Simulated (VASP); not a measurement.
These are PBE GGA, VASP's PBE PAW potentials (set 64) (plane waves; VASP) values and carry that method's errors.

VASP input:

File POSCAR:
```
LaC
1
   -0.0000000000     2.7169951167     2.7169951167
    2.7169951167    -0.0000000000     2.7169951167
    2.7169951167     2.7169951167     0.0000000000
La C
1 1
Direct
  0.0000000000   1.0000000000   0.0000000000
  0.5000000000   0.5000000000   0.5000000000
```

KPOINTS:
```
kpoints
0
G
13 13 13
```

**INCAR**
```
ALGO  =  Normal
EDIFF  =  1E-7
ENCUT  =  520
GGA  =  PE
ISIF  =  2
ISMEAR  =  -5
LASPH  =  T
LCHARG  =  T
LMAXMIX  =  6
LORBIT  =  11
LREAL  =  F
LWAVE  =  F
NEDOS  =  601
NELM  =  100
PREC  =  Accurate
SYSTEM  =  LaC
```

POTCAR, in this order: La C (PBE.64 set). Program: vasp_std.

The resulting files:

OSZICAR:
```
       N       E                     dE             d eps       ncg     rms          rms(c)
DAV:   1     0.127946880141E+03    0.12795E+03   -0.53161E+03  1848   0.183E+03
DAV:   2    -0.126632914822E+01   -0.12921E+03   -0.12639E+03  2656   0.259E+02
DAV:   3    -0.137113409798E+02   -0.12445E+02   -0.12085E+02  2900   0.117E+02
DAV:   4    -0.143809366812E+02   -0.66960E+00   -0.64518E+00  3121   0.231E+01
DAV:   5    -0.144289852118E+02   -0.48049E-01   -0.47022E-01  3136   0.586E+00    0.593E+00
DAV:   6    -0.133853740768E+02    0.10436E+01   -0.93349E+00  3010   0.173E+01    0.306E+00
DAV:   7    -0.133432714369E+02    0.42103E-01   -0.48202E-01  3071   0.613E+00    0.147E+00
DAV:   8    -0.133536383494E+02   -0.10367E-01   -0.92278E-02  2855   0.358E+00    0.389E-01
DAV:   9    -0.133531361620E+02    0.50219E-03   -0.98023E-03  3555   0.101E+00    0.233E-01
DAV:  10    -0.133525840225E+02    0.55214E-03   -0.12100E-02  3050   0.120E+00    0.107E-01
DAV:  11    -0.133525248720E+02    0.59150E-04   -0.32135E-03  3320   0.501E-01    0.253E-02
DAV:  12    -0.133524131454E+02    0.11173E-03   -0.10769E-04  2976   0.934E-02    0.112E-02
DAV:  13    -0.133524286614E+02   -0.15516E-04   -0.10512E-05  3163   0.379E-02    0.309E-03
DAV:  14    -0.133524416351E+02   -0.12974E-04   -0.37743E-06  3252   0.119E-02    0.129E-03
DAV:  15    -0.133524366850E+02    0.49501E-05   -0.53187E-07  2995   0.540E-03    0.277E-04
DAV:  16    -0.133524375284E+02   -0.84334E-06   -0.14913E-08  1575   0.161E-03    0.105E-04
DAV:  17    -0.133524377262E+02   -0.19782E-06   -0.53559E-09  1470   0.152E-03    0.496E-05
DAV:  18    -0.133524380991E+02   -0.37288E-06   -0.65421E-09  1410   0.112E-03    0.585E-05
DAV:  19    -0.133524378584E+02    0.24064E-06   -0.31956E-09  1392   0.133E-03    0.292E-05
DAV:  20    -0.133524377883E+02    0.70091E-07   -0.14365E-09  1341   0.456E-04
   1 F= -.13352438E+02 E0= -.13352438E+02  d E =0.000000E+00
```

File OUTCAR:
```
------------------------ aborting loop because EDIFF is reached ----------------------------------------
  FORCE on cell =-STRESS in cart. coord.  units (eV):
  Direction    XX          YY          ZZ          XY          YZ          ZX
  --------------------------------------------------------------------------------------
  Total       -0.0545151     -0.0545151     -0.0545151     -0.0000000     -0.0000000      0.0000000
  in kB       -2.1773623     -2.1773623     -2.1773623     -0.0000000     -0.0000000      0.0000000
  external PRESSURE =      -2.1773623 kB  Pullay stress =       0.0000000 kB
  volume of cell :       40.11
      direct lattice vectors                 reciprocal lattice vectors
     0.000000000  2.716995117  2.716995117    -0.184026831  0.184026831  0.184026831
     2.716995117  0.000000000  2.716995117     0.184026831 -0.184026831  0.184026831
     2.716995117  2.716995117  0.000000000     0.184026831  0.184026831 -0.184026831
 POSITION                                       TOTAL-FORCE (eV/Angst)
 -----------------------------------------------------------------------------------
      0.00000      0.00000      0.00000         0.000000     -0.000000      0.000000
      2.71700      2.71700      2.71700        -0.000000      0.000000     -0.000000
 -----------------------------------------------------------------------------------
    total drift:                               -0.000000      0.000000      0.000000
  FREE ENERGIE OF THE ION-ELECTRON SYSTEM (eV)
  ---------------------------------------------------
  free  energy   TOTEN  =       -13.3524377883 eV

  energy  without entropy=      -13.3524377883  energy(sigma->0) =      -13.35243779

 total charge

# of ion       s       p       d       f       tot
--------------------------------------------------
    1        2.035   5.639   0.791   0.140   8.605
    2        0.923   1.299   0.000   0.000   2.222
--------------------------------------------------
tot          2.958   6.938   0.791   0.140  10.827
```
(Selected blocks of OUTCAR.)

### OUTCAR
```
 val. band max:        7.2941488901   @ k =  -0.3077   0.4615   0.2308

 cond. band min:       7.2210635408   @ k =   0.1538   0.0000   0.0000


 Fermi energy:         7.2529728144

 k-point     1 :       0.0000    0.0000    0.0000
  band No.  band energies     occupation
      1     -23.9067      2.00000
      2      -7.1039      2.00000
      3      -7.1039      2.00000
      4      -7.1039      2.00000
      5      -1.4049      2.00000
      6       7.7635     -0.01791
      7       7.7635      0.00000
      8       7.7635      0.00000
      9       9.9762      0.00000
     10       9.9762      0.00000
     11       9.9762      0.00000

 k-point     2 :       0.0769    0.0000    0.0000
  band No.  band energies     occupation
      1     -23.8973      2.00000
      2      -7.2156      2.00000
      3      -7.1106      2.00000
      4      -7.1106      2.00000
      5      -1.2734      2.00000
      6       7.5101      0.40382
      7       7.6036     -0.02872
      8       7.6036     -0.00158
      9       9.7814      0.00000
     10      10.0564      0.00000
     11      10.0564      0.00000

 k-point     3 :       0.1538    0.0000    0.0000
  band No.  band energies     occupation
      1     -23.8710      2.00000
      2      -7.5037      2.00000
      3      -7.1290      2.00000
      4      -7.1290      2.00000
      5      -0.9284      2.00000
      6       6.8993      2.01083
      7       7.2211      1.29110
      8       7.2211      0.69145
      9       9.6492      0.00000
     10      10.2584      0.00000
     11      10.2584      0.00000

 k-point     4 :       0.2308    0.0000    0.0000
  band No.  band energies     occupation
      1     -23.8335      2.00000
      2      -7.8690      2.00000
      3      -7.1546      2.00000
      4      -7.1546      2.00000
      5      -0.4763      2.00000
      6       6.1775      2.00000
      7       6.7797      2.00000
      8       6.7797      2.14292
      9       9.7120      0.00000
...
```

For a metal the tetrahedron method with Blöchl corrections gives inexact stress and forces.

The structure was generated: LaC was put into the rock salt type (Fm-3m), which need not be its known phase. It was relaxed first, which changed the volume by -30 %. The electron count is odd and the run is not spin-polarised, which forces a metal.
